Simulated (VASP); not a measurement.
Given:

```xyz
3
Lattice="1.8426 -3.1915 0.0000 1.8426 3.1915 0.0000 0.0000 0.0000 5.8845" Properties=species:S:1:pos:R:3 pbc="T T T"
Sn     1.8426    -3.1915     5.8845
S      1.8426     1.0638     1.4807
S      1.8426    -1.0638     4.4037
```

The numbers are results of optB86b-vdW, VASP's PBE PAW potentials (set 64) (plane waves; VASP), not measurements. Settings: 520 eV cut-off, Gaussian smearing of 0.050 eV, potentials Sn_d S.

Unless said otherwise, spin-orbit coupling is left out, though it shifts the bands of the heavy elements here.

**Question.** Estimate the band gap (along the path) with the smallest direct gap where there is one.

**Answer.** 
```yaml
band gap (along the path): 1.25 eV
smallest direct gap (along the path): 1.63 eV
```

Total energies compare only between runs with the same potentials, cut-off and functional.

The compound is SnS2 in the 1T layered structure. It was relaxed first.
